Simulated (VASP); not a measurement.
Output of a VASP run:

OSZICAR:
```
       N       E                     dE             d eps       ncg     rms          rms(c)
DAV:   1     0.352670905098E+03    0.35267E+03   -0.20828E+04  2936   0.254E+03
DAV:   2    -0.227207866327E+02   -0.37539E+03   -0.36808E+03  3104   0.579E+02
DAV:   3    -0.770653173882E+02   -0.54345E+02   -0.53957E+02  3528   0.197E+02
DAV:   4    -0.791241087517E+02   -0.20588E+01   -0.20570E+01  3232   0.431E+01
DAV:   5    -0.791841458209E+02   -0.60037E-01   -0.60029E-01  3880   0.731E+00    0.110E+01
DAV:   6    -0.686483920378E+02    0.10536E+02   -0.16441E+01  4432   0.557E+01    0.408E+00
DAV:   7    -0.662519099810E+02    0.23965E+01   -0.24010E+00  3120   0.108E+01    0.250E+00
DAV:   8    -0.694689234734E+02   -0.32170E+01   -0.13268E+00  3120   0.115E+01    0.969E-01
DAV:   9    -0.667252399032E+02    0.27437E+01   -0.58869E-01  2984   0.608E+00    0.417E-01
DAV:  10    -0.668848188853E+02   -0.15958E+00   -0.16909E-01  3176   0.346E+00    0.324E-01
DAV:  11    -0.668622073967E+02    0.22611E-01   -0.28194E-02  3192   0.153E+00    0.206E-01
DAV:  12    -0.668963851121E+02   -0.34178E-01   -0.17571E-02  3584   0.125E+00    0.669E-02
DAV:  13    -0.668989034217E+02   -0.25183E-02   -0.34147E-03  3904   0.664E-01    0.436E-02
DAV:  14    -0.668989870417E+02   -0.83620E-04   -0.89282E-04  4112   0.315E-01    0.191E-02
DAV:  15    -0.668995030230E+02   -0.51598E-03   -0.25127E-04  3200   0.154E-01    0.196E-02
DAV:  16    -0.668995507038E+02   -0.47681E-04   -0.15641E-04  3032   0.129E-01    0.323E-03
DAV:  17    -0.668996380049E+02   -0.87301E-04   -0.38700E-05  2624   0.647E-02    0.153E-03
DAV:  18    -0.668996442953E+02   -0.62904E-05   -0.29660E-06  1824   0.191E-02
   1 F= -.66899644E+02 E0= -.66899643E+02  d E =-.668996E+02
       N       E                     dE             d eps       ncg     rms          rms(c)
DAV:   1    -0.668961556948E+02    0.34823E-02   -0.16356E+00  3400   0.796E+00    0.336E-01
DAV:   2    -0.669027392449E+02   -0.65836E-02   -0.55923E-02  4184   0.203E+00    0.109E-01
DAV:   3    -0.669033007392E+02   -0.56149E-03   -0.17671E-03  3312   0.418E-01    0.727E-02
DAV:   4    -0.669032552294E+02    0.45510E-04   -0.36026E-04  3880   0.206E-01    0.316E-02
DAV:   5    -0.669032695804E+02   -0.14351E-04   -0.28313E-04  3416   0.151E-01    0.109E-02
DAV:   6    -0.669033287533E+02   -0.59173E-04   -0.94518E-05  2952   0.878E-02    0.546E-03
DAV:   7    -0.669033315963E+02   -0.28430E-05   -0.36208E-06  2016   0.199E-02
   2 F= -.66903332E+02 E0= -.66903332E+02  d E =-.368730E-02
```

File OUTCAR:
```
------------------------ aborting loop because EDIFF is reached ----------------------------------------
  FORCE on cell =-STRESS in cart. coord.  units (eV):
  Direction    XX          YY          ZZ          XY          YZ          ZX
  --------------------------------------------------------------------------------------
  Total       -0.0502188     -0.0502188      0.0169578      0.0000000      0.0000000      0.0000000
  in kB       -1.1302144     -1.1302144      0.3816492      0.0000000      0.0000000      0.0000000
  external PRESSURE =      -0.6262599 kB  Pullay stress =       0.0000000 kB
  volume of cell :       71.19
      direct lattice vectors                 reciprocal lattice vectors
     3.815893169  0.000000000  0.000000000     0.262061844  0.000000000  0.000000000
     0.000000000  3.815893169  0.000000000     0.000000000  0.262061844  0.000000000
     0.000000000  0.000000000  4.889040355     0.000000000  0.000000000  0.204539118
 POSITION                                       TOTAL-FORCE (eV/Angst)
 -----------------------------------------------------------------------------------
      1.90795      0.00000      3.73832         0.000000      0.000000      0.015033
      0.00000      1.90795      1.15072        -0.000000      0.000000     -0.015033
      1.90795      1.90795      0.00000        -0.000000      0.000000      0.000000
      0.00000      0.00000      0.00000        -0.000000     -0.000000      0.000000
 -----------------------------------------------------------------------------------
    total drift:                                0.000000     -0.000000      0.000000
  FREE ENERGIE OF THE ION-ELECTRON SYSTEM (eV)
  ---------------------------------------------------
  free  energy   TOTEN  =       -66.9033315963 eV

  energy  without entropy=      -66.9033315610  energy(sigma->0) =      -66.90333158

 reached required accuracy - stopping structural energy minimisation
```
(Selected blocks of OUTCAR.)

**POSCAR**
```
SnO
1
    3.8158931688     0.0000000000     0.0000000000
    0.0000000000     3.8158931688     0.0000000000
    0.0000000000     0.0000000000     4.8890403546
Sn O
2 2
Direct
  0.5000000000   0.0000000000   0.7620000000
  0.0000000000   0.5000000000   0.2380000000
  0.5000000000   0.5000000000   0.0000000000
  0.0000000000   0.0000000000   0.0000000000
```

Problem. Reconstruct the remaining input files.

Solution. Several could match; the one computed here: the input of the run itself, r2SCAN meta-GGA, plane waves, VASP's PBE PAW potentials (set 64).

KPOINTS:
```
Automatic mesh
0
Gamma
8 8 6
0 0 0
```

**INCAR**
```
! general
SYSTEM  = SnO
PREC    = Normal
ENCUT   = 500
LREAL   = F
LASPH   = T

! electronic loop
EDIFF   = 1E-5
NELM    = 100
NELMIN  = 4
ALGO    = Normal
LMAXMIX = 4
LMIXTAU = T

! smearing
ISMEAR  = 0
SIGMA   = 0.05

! functional
METAGGA = R2SCAN

! ions
IBRION  = 2
NSW     = 20
ISIF    = 2
EDIFFG  = -0.03

! output
LWAVE   = F
LCHARG  = F
```

POTCAR, in this order: Sn_d O (PBE.64 set). Program: vasp_std.

The compound is SnO in the litharge structure. This run relaxes the ions in a fixed cell. Symmetry was kept, so distortions that lower it aren't found.
